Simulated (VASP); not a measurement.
Consider the following.

```yaml
crystal:
  lattice:
    - [0.00000, 3.12176, 3.12176]
    - [3.12176, 0.00000, 3.12176]
    - [3.12176, 3.12176, 0.00000]
  atoms:
    - { symbol: Ba, position: [0.00000, 0.00000, 0.00000] }
    - { symbol: F, position: [0.25000, 0.25000, 0.25000] }
    - { symbol: F, position: [0.75000, 0.75000, 0.75000] }
```

Calculation: TPSS meta-GGA, VASP's PBE PAW potentials (set 64) (plane waves; VASP). Run with 520 eV cut-off, 7×7×7 Γ-centred mesh, tetrahedra with Blöchl corrections, potentials Ba_sv F.

Unless said otherwise, spin-orbit coupling is left out, though it shifts the bands of the heavy elements here.

Question: What does the run give for the energy per atom (σ→0), band gap (over mesh and band path) with the smallest direct gap where there is one?

Answer: 
```yaml
band gap (over mesh and band path): 7.20 eV
smallest direct gap (over mesh and band path): 7.27 eV
energy per atom (σ→0): -10.044 eV/atom
```

The absolute energy has meaning only against runs of the same code, potentials and settings.

The compound is BaF2 in the fluorite structure. It was relaxed first.
